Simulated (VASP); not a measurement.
Output of a VASP run:

### OSZICAR
```
       N       E                     dE             d eps       ncg     rms          rms(c)
DAV:   1     0.921743252876E+02    0.92174E+02   -0.63464E+03  5760   0.104E+03
DAV:   2    -0.189583722606E+02   -0.11113E+03   -0.10136E+03  6712   0.393E+02
DAV:   3    -0.244581537198E+02   -0.54998E+01   -0.52014E+01  6912   0.727E+01
DAV:   4    -0.245697926580E+02   -0.11164E+00   -0.11072E+00  6264   0.103E+01
DAV:   5    -0.245716209237E+02   -0.18283E-02   -0.18279E-02  6856   0.103E+00    0.241E+01
DAV:   6    -0.234822664760E+02    0.10894E+01   -0.11883E+00  6224   0.100E+01    0.117E+01
DAV:   7    -0.231666891592E+02    0.31558E+00   -0.71259E-01  6784   0.759E+00    0.435E+00
DAV:   8    -0.231587158700E+02    0.79733E-02   -0.15315E-02  6608   0.121E+00    0.386E-01
DAV:   9    -0.231546757333E+02    0.40401E-02   -0.47284E-03  5856   0.787E-01    0.246E-01
DAV:  10    -0.231547072843E+02   -0.31551E-04   -0.29954E-05  6864   0.687E-02    0.260E-02
DAV:  11    -0.231547014253E+02    0.58590E-05   -0.14461E-06  5040   0.143E-02    0.208E-02
DAV:  12    -0.231546925486E+02    0.88767E-05   -0.97834E-07  3344   0.141E-02    0.991E-03
DAV:  13    -0.231546898394E+02    0.27093E-05   -0.38970E-07  3000   0.499E-03    0.112E-03
DAV:  14    -0.231546899906E+02   -0.15118E-06   -0.31024E-08  2912   0.235E-03
   1 F= -.23154690E+02 E0= -.23153605E+02  d E =-.217068E-02  mag=    -0.0000    -0.0000    -0.0000
       N       E                     dE             ncg
```

OUTCAR:
```
------------------------ aborting loop because EDIFF is reached ----------------------------------------
  FORCE on cell =-STRESS in cart. coord.  units (eV):
  Direction    XX          YY          ZZ          XY          YZ          ZX
  --------------------------------------------------------------------------------------
  Total        0.0847817      0.0847817      0.0771614      0.0000000      0.0000000      0.0000000
  in kB        4.7598316      4.7598301      4.3320076      0.0000000      0.0000000      0.0000000
  external PRESSURE =       4.6172231 kB  Pullay stress =       0.0000000 kB
  volume of cell :       28.54
      direct lattice vectors                 reciprocal lattice vectors
     1.377567040 -2.386015743  0.000000000     0.362958742 -0.209554359  0.000000000
     1.377567040  2.386015743  0.000000000     0.362958742  0.209554359  0.000000000
     0.000000000  0.000000000  4.341155115     0.000000000  0.000000000  0.230353437
 POSITION                                       TOTAL-FORCE (eV/Angst)
 -----------------------------------------------------------------------------------
      1.37757      0.79534      1.08529        -0.000000     -0.000000     -0.000000
      1.37757     -0.79534      3.25587         0.000000      0.000000      0.000000
 -----------------------------------------------------------------------------------
    total drift:                                0.000000     -0.000000     -0.000000
  FREE ENERGIE OF THE ION-ELECTRON SYSTEM (eV)
  ---------------------------------------------------
  free  energy   TOTEN  =       -23.1546899906 eV

  energy  without entropy=      -23.1525193112  energy(sigma->0) =      -23.15360465

 Ion:    1  E_soc:     -0.6669620

 Ion:    2  E_soc:     -0.6669620
```
(Selected blocks of OUTCAR.)

POSCAR:
```
Os
1
    1.3775670404    -2.3860157427     0.0000000000
    1.3775670404     2.3860157427     0.0000000000
    0.0000000000     0.0000000000     4.3411551145
Os
2
Direct
  0.3333330000   0.6666670000   0.2500000000
  0.6666670000   0.3333330000   0.7500000000
```

Task: Write an INCAR and KPOINTS that could have produced this output.

Result: Several could match; the one computed here: the input of the run itself, PBE GGA with spin-orbit coupling, plane waves, VASP's PBE PAW potentials (set 64).

INCAR:
```
! general
SYSTEM     = Os
PREC       = Accurate
ENCUT      = 400   ! plane-wave cut-off (eV)
LREAL      = F
LASPH      = T

! electronic loop
EDIFF      = 1E-6
NELM       = 100
ALGO       = Normal   ! blocked Davidson
LMAXMIX    = 6

! smearing
ISMEAR     = 0   ! Gaussian
SIGMA      = 0.05

! functional
GGA        = PE
GGA_COMPAT = F

! spin
MAGMOM     = 0 0 0 0 0 0
LSORBIT    = T

! output
LWAVE      = F
LCHARG     = F
```

KPOINTS_OPT:
```
k-points along high-symmetry lines
5
Line-mode
Reciprocal
  0.000000   0.000000   0.000000 ! GAMMA
  0.000000   0.500000   0.000000 ! M

  0.000000   0.500000   0.000000 ! M
 -0.333333   0.666667   0.000000 ! K

 -0.333333   0.666667   0.000000 ! K
  0.000000   0.000000   0.000000 ! GAMMA

  0.000000   0.000000   0.000000 ! GAMMA
  0.000000   0.000000   0.500000 ! A

  0.000000   0.000000   0.500000 ! A
  0.000000   0.500000   0.500000 ! L

  0.000000   0.500000   0.500000 ! L
 -0.333333   0.666667   0.500000 ! H

 -0.333333   0.666667   0.500000 ! H
  0.000000   0.000000   0.500000 ! A

  0.000000   0.500000   0.500000 ! L
  0.000000   0.500000   0.000000 ! M

 -0.333333   0.666667   0.500000 ! H
 -0.333333   0.666667   0.000000 ! K
```

**KPOINTS**
```
Automatic mesh
0
Gamma
14 14 8
0 0 0
```

POTCAR, in this order: Os (PBE.64 set). Program: vasp_ncl.

The compound is Os in the hcp structure. It was relaxed first.
